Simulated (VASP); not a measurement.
Zr2ZnN2, 5 atoms in the cell. It takes space group P-3m1 (No. 164, trigonal). Conventional cell: a = 3.400 Å, b = 3.400 Å, c = 6.600 Å, α = 90.00°, β = 90.00°, γ = 120.00°. Around Zr (site symmetry 3m) lie 4 N at 2.09 to 2.31 Å. Zn (site symmetry -3m) is surrounded by 6 Zr at 2.65 Å. N (site symmetry 3m) has 4 Zr at 2.09 to 2.31 Å as nearest neighbours. The cell was built by a generator and needn't be a form met in nature.

```yaml
Program: VASP 6.6.1
Task: relaxation of cell and atoms
Functional: PBE
Potentials_or_basis: VASP PAW PBE potentials, release 64 (Zr_sv, Zn, N)
Cutoff: 520 eV
k_mesh: 5 × 5 × 2
Occupations: gaussian, width 0.15 eV
Spin: no spin polarisation
Further_INCAR_settings: PREC = Normal; ALGO = Fast; EDIFF = 0.0001; IBRION = 2; EDIFFG = -0.08; NSW = 24; ISIF = 3
```

Potentials or basis: VASP PAW PBE potentials, release 64 (Zr_sv, Zn, N).

Command:

```sh
$ cat potpaw_PBE.64/Zr_sv/POTCAR potpaw_PBE.64/Zn/POTCAR potpaw_PBE.64/N/POTCAR > POTCAR
$ mpirun -np 1 vasp_std > vasp.out
```

Hardware: 1 thread of Intel(R) Xeon(R) Platinum 8375C CPU @ 2.90GHz (Ice Lake) (shared host).

Question: How long does it take, and how much memory?

Answer: Wall time 2.7 min on 1 thread of Intel(R) Xeon(R) Platinum 8375C CPU @ 2.90GHz (Ice Lake), on a shared host, peak memory 0.16 GiB. Counts: scf iterations 187, k points 10, ion steps 18.
